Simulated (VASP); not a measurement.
Here is the system:

```
Er
1.0
    1.78000    -3.08305     0.00000
    1.78000     3.08305     0.00000
    0.00000     0.00000     5.59000
Er
2
Direct
  0.33333   0.66667   0.25000
  0.66667   0.33333   0.75000
```

These are PBE GGA with D3 dispersion (zero damping), VASP's PBE PAW potentials (set 64) (plane waves; VASP) values and carry that method's errors. Settings: 520 eV cut-off, 11×11×6 Γ-centred mesh, first-order Methfessel-Paxton smearing of 0.10 eV, potentials Er_3.

The 4f electrons are frozen in the core of the lanthanide potential, so 4f levels, which can set the real gap, and their magnetism are missing. Energy and stress use the plane-wave basis of the starting cell.

Question: The ions, cell shape and volume are relaxed. Predict the relaxed structure.

Answer: 
```
Er
1.0
    1.76874    -3.06355     0.00000
    1.76874     3.06355     0.00000
    0.00000     0.00000     5.43340
Er
2
Direct
  0.33333   0.66667   0.25000
  0.66667   0.33333   0.75000
```
Space group P6_3/mmc (194), at a tolerance of 0.03 Å.

Question: How do energy and volume change from the first to the last step?

Answer: The energy (σ→0) changes by -9.1 meV/atom and the volume by -4.0 %, in 6 ionic steps.

| step | E(σ→0) (eV) | max force (eV/Å) | pressure (GPa) | volume (Å³) |
|---|---|---|---|---|
| 1 | -9.5875 | 0.000 | -1.75 | 61.35 |
| 2 | -9.6039 | 0.000 | 0.38 | 58.42 |
| 3 | -9.6041 | 0.000 | 0.15 | 58.74 |
| 4 | -9.6041 | 0.000 | 0.10 | 58.79 |
| 5 | -9.6054 | 0.000 | 0.03 | 58.85 |
| 6 | -9.6056 | 0.000 | -0.02 | 58.88 |

The compound is Er in the hcp structure. This run relaxes it. Symmetry was kept, so distortions that lower it aren't found.
